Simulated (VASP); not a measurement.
An input for Ansatz (written as the equivalent of a VASP run, and not itself run):

Ansatz 0.2 input:
```yaml
crystal:
  lattice:
    - [2.2831739, -3.9545737, 0.0000000]
    - [2.2831739, 3.9545737, 0.0000000]
    - [0.0000000, 0.0000000, 7.4272889]
  atoms:
    - { symbol: Mg, position: [0.6666670, 0.3333330, 0.4997382] }
    - { symbol: Mg, position: [0.3333330, 0.6666670, 0.9997382] }
    - { symbol: Te, position: [0.6666670, 0.3333330, 0.8762618] }
    - { symbol: Te, position: [0.3333330, 0.6666670, 0.3762618] }
kpoints:
  mp_grid: { grid: [6, 6, 4] }
hamiltonian:
  xc: pbe
  pseudopotentials: { kind: paw }
scf:
  occupations: { method: gaussian, width: 0.05 }
  max_iter: 100
relax:
  max_steps: 40
  f_tol: 0.01
  cell: { p_target: 1 }
output: { forces: true, stress: true, eigenvalues: true }
```

Question: Write the VASP files for the same calculation (PBE).

Answer: This is not unique; one that fits is 
**POSCAR**
```
MgTe
1
    2.2831739449    -3.9545736998    -0.0000000000
    2.2831739449     3.9545736998     0.0000000000
    0.0000000000     0.0000000000     7.4272889399
Mg Te
2 2
Direct
  0.6666670000   0.3333330000   0.4997381848
  0.3333330000   0.6666670000   0.9997381848
  0.6666670000   0.3333330000   0.8762618152
  0.3333330000   0.6666670000   0.3762618152
```

**KPOINTS**
```
Automatic
0
Gamma
 6 6 4
0 0 0
```

### INCAR
```
! general
SYSTEM  = MgTe
PREC    = Accurate
ENCUT   = 480   ! plane-wave cut-off (eV)
LREAL   = .False.   ! projection in real space or not
LASPH   = .True.

! electronic loop
EDIFF   = 1E-7   ! SCF stop (eV)
NELM    = 100
ALGO    = Normal   ! blocked Davidson
LMAXMIX = 4   ! l cut-off of mixed one-centre charges

! smearing
ISMEAR  = 0   ! Gaussian
SIGMA   = 0.05   ! width (eV)

! functional
GGA     = PE   ! PBE

! ions
IBRION  = 2
NSW     = 40
ISIF    = 3
EDIFFG  = -0.01   ! ionic stop
PSTRESS = 10   ! kbar

! output
LWAVE   = .False.
LCHARG  = .False.
```

POTCAR, in this order: Mg Te (PBE.64 set). Program: vasp_std.

The two are equivalent in intent, not identical: each code has its own PAW files, so the cut-off isn't converted (ENCUT is set for VASP's; basis.ecutwfc is left out, and Ansatz then takes the one that its files recommend); Ansatz stops its SCF on the density residual and VASP on the energy change (EDIFF).

The compound is MgTe in the wurtzite structure. It was relaxed first under an external pressure of 1 GPa.
